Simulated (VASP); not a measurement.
Wanted: the native input for a VASP 6.6.1 run.

```
Task                   : single point
Functional             : BLYP
Potentials or basis    : VASP PAW PBE potentials, release 64 (O, Sc_sv, Cl, H)
Cutoff                 : 520 eV
k mesh                 : 1 × 1 × 1
Occupations            : gaussian, width 0.01 eV
Spin                   : no spin polarisation
Further INCAR settings : ALGO = Normal; EDIFF = 1e-06
```

The structure of OScCl2H lies in POSCAR:

```
ScHCl2O
1.0
   12.0000000000      0.0000000000      0.0000000000
    0.0000000000     14.0000000000      0.0000000000
    0.0000000000      0.0000000000     12.0000000000
O Sc Cl H
1 1 2 1
Cartesian
    7.1185500000      8.3677000400      6.7833000000
    6.4221500400      6.7452999600      6.3189999600
    7.4441499600      4.8286999600      7.0623000000
    4.5409500000      6.6636000200      5.0057000400
    7.4850500400      9.2133000400      7.0287000000
```

One way to write it, as run:

INCAR

```
SYSTEM = ScHCl2O
  AGGAC = 1.0
  AGGAX = 1.0
  ALDAC = 0.0
  ALDAX = 1.0
  ALGO = Normal
  EDIFF = 1E-6
  ENCUT = 520
  GGA = B5
  ISIF = 2
  ISMEAR = 0
  LASPH = .True.
  LCHARG = .False.
  LREAL = .False.
  LWAVE = .False.
  NELM = 60
  PREC = Accurate
  SIGMA = 0.01
```

KPOINTS

```
k-points
0
Gamma
  1 1 1
  0 0 0
```

Potentials or basis: VASP PAW PBE potentials, release 64 (O, Sc_sv, Cl, H).

Command:

```console
$ cat potpaw_PBE.64/O/POTCAR potpaw_PBE.64/Sc_sv/POTCAR potpaw_PBE.64/Cl/POTCAR potpaw_PBE.64/H/POTCAR > POTCAR
$ mpirun -np 1 vasp_gam > vasp.out
```

Results of the run:

| Property | Result |
| --- | --- |
| Largest force | 0.693 eV/Å |
| Gap between the frontier levels | 3.73 eV |

Caveat: the PAW data sets were made with another functional, which shifts forces and pressure a little.

Run time: 6.5 min on 1 thread of AMD EPYC 9R45 96-Core Processor (Zen 5), on a shared host, peak memory 1.5 GiB.
